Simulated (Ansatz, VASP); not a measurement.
## Two plane-wave programs on SrZrO2

```
CELL_PARAMETERS angstrom
3.22894 -6.17757 0.00000
3.22894 6.17757 0.00000
0.00000 0.00000 3.22623
ATOMIC_POSITIONS crystal
Sr 0.00000 0.50000 0.00000
Sr 0.50000 0.00000 0.00000
Zr 0.50000 0.50000 0.50000
Zr 0.00000 0.00000 0.50000
O 0.83253 0.16747 0.50000
O 0.74601 0.74601 0.00000
O 0.25399 0.25399 0.00000
O 0.16747 0.83253 0.50000
```

Change from the starting cell: species swapped into the CaCuO2 type (Cmmm, No. 65).

Alike in both runs: functional PBE; k mesh 2 × 2 × 4; occupations gaussian, width 0.15 eV; no spin polarisation.

Ansatz relaxed the structure, and its values are those at the end. VASP's run is a single point on that final structure, the one shown.

```csv
,VASP,Ansatz
version,VASP 6.6.1,Ansatz 0.2.0
potentials or method,"VASP PAW PBE potentials, release 64 (Sr_sv, Zr_sv, O)","scalar-relativistic, plane waves, PAW"
plane-wave cutoff (eV),520,420
valence electrons in the cell,68,68
```

```tsv
	VASP	Ansatz	Ansatz less VASP
gap on the k mesh at the Fermi level (eV)	none	none	-
pressure (GPa)	0.6	0.2	-0.43
rms of the force components (eV/Å)	0.009	0.003	-0.0065
```

A gap of «none» marks a metal or a gap that the smearing closes. With one functional, cell and mesh, what is left measures potentials, basis and numerics.

Caveats: the k mesh is coarse (spacing up to 0.55 Å⁻¹), so the values aren't converged.
